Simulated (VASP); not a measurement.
Consider the following.

```
ZrS2
1.0
    1.86880    -3.23686     0.00000
    1.86880     3.23686     0.00000
    0.00000     0.00000     5.93637
Zr S
1 2
Cartesian
  1.86880   3.23686   0.00000
  1.86880   1.07896   1.47958
  1.86880  -1.07896   4.45679
```

All values below come from PBE GGA with D3 dispersion (zero damping), VASP's PBE PAW potentials (set 64) (plane waves; VASP). Numerical set-up: 520 eV cut-off, 7×7×4 Γ-centred mesh, Gaussian smearing of 0.050 eV, potentials Zr_sv S.

Task: The ions and cell shape at fixed volume are relaxed. Predict the relaxed structure.

Result: 
```
ZrS2
1.0
    1.84170    -3.18991     0.00000
    1.84170     3.18991     0.00000
    0.00000     0.00000     6.11241
Zr S
1 2
Direct
  0.00000   0.00000   0.00000
  0.33333   0.66667   0.23712
  0.66667   0.33333   0.76288
```
Space group P-3m1 (164), at a tolerance of 0.03 Å.

Task: How much energy does the relaxation gain?

Result: The energy (σ→0) changes by -17.6 meV/atom, in 6 ionic steps.

The compound is ZrS2 in the 1T layered structure. This cell is one point of a volume scan, at 1.06 of the reference volume. Symmetry was kept, so distortions that lower it aren't found.
